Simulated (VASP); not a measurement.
Data:

```
YN
1.0
    0.00000     2.42767     2.42767
    2.42767     0.00000     2.42767
    2.42767     2.42767     0.00000
Y N
1 1
Cartesian
  0.00000   0.00000   0.00000
  2.42767   2.42767   2.42767
```

Computed with PBE0 hybrid, VASP's PBE PAW potentials (set 64) (plane waves; VASP). Run with 520 eV cut-off, 8×8×8 Γ-centred mesh, Gaussian smearing of 0.050 eV, potentials Y_sv N.

Task: Give the stress tensor in GPa (positive for a compressed cell).

Result: 
```
2.61  0.00  0.00
0.00  2.61  0.00
0.00  0.00  2.61
```
The pressure is its mean diagonal, 2.61 GPa.

The compound is YN in the rock salt structure. This cell is one point of a volume scan, at 0.97 of the reference volume. The cell's shape comes from a PBE relaxation.
